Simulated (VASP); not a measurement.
Consider the following.

```xyz
9
Lattice="4.9370 0.0000 0.0000 -2.4685 4.2756 0.0000 0.0000 0.0000 6.7403" Properties=species:S:1:pos:R:3 pbc="T T T"
Ta     0.0000     4.2756     0.0000
Ta     1.2343     2.1378     2.2468
Ta    -1.2343     2.1378     4.4935
Ge     0.0000     1.4050     0.0000
Ge     3.7203     0.7025     2.2468
Ge     1.2518     3.5731     4.4935
Ge     2.4685     2.8706     0.0000
Ge    -1.2518     3.5731     2.2468
Ge     1.2167     0.7025     4.4935
```

The numbers are results of PBEsol GGA, VASP's PBE PAW potentials (set 64) (plane waves; VASP), not measurements. Settings: 400 eV cut-off, Gaussian smearing of 0.050 eV, potentials Ta_pv Ge_d.

Task: Give the energies of bands 52 to 65 at the high-symmetry points, in eV from the Fermi level.

Result: 
```tsv
band	Γ	M	K	A	L	H
52	-2.41	-2.56	-2.04	-2.49	-2.25	-2.60
53	-2.41	-2.04	-1.91	-2.49	-2.04	-2.60
54	-2.35	-1.93	-1.91	-2.30	-1.97	-2.56
55	-2.35	-1.91	-1.70	-2.21	-1.92	-2.27
56	-2.29	-1.04	-1.51	-1.84	-1.92	-0.70
57	-2.16	-0.48	-1.51	-1.84	-1.91	-0.70
58	-2.15	0.17	0.61	-1.70	-0.65	-0.04
59	-1.51	0.17	0.69	1.08	-0.26	-0.04
60	0.94	0.89	0.69	1.08	1.36	0.92
61	2.54	0.97	1.70	2.25	1.69	1.96
62	2.80	1.43	1.70	2.25	2.01	1.96
63	2.80	1.91	2.14	3.00	2.12	2.02
64	3.21	2.03	2.54	3.15	2.28	2.58
65	3.33	2.06	2.54	3.43	2.52	2.58
```

It has no gap at this level: it comes out as a metal or semimetal.

The structure was generated: TaGe2 was put into the CrSi2 type (P6_222), which need not be its known phase. It was relaxed first. The electron count is odd and the run is not spin-polarised, which forces a metal.
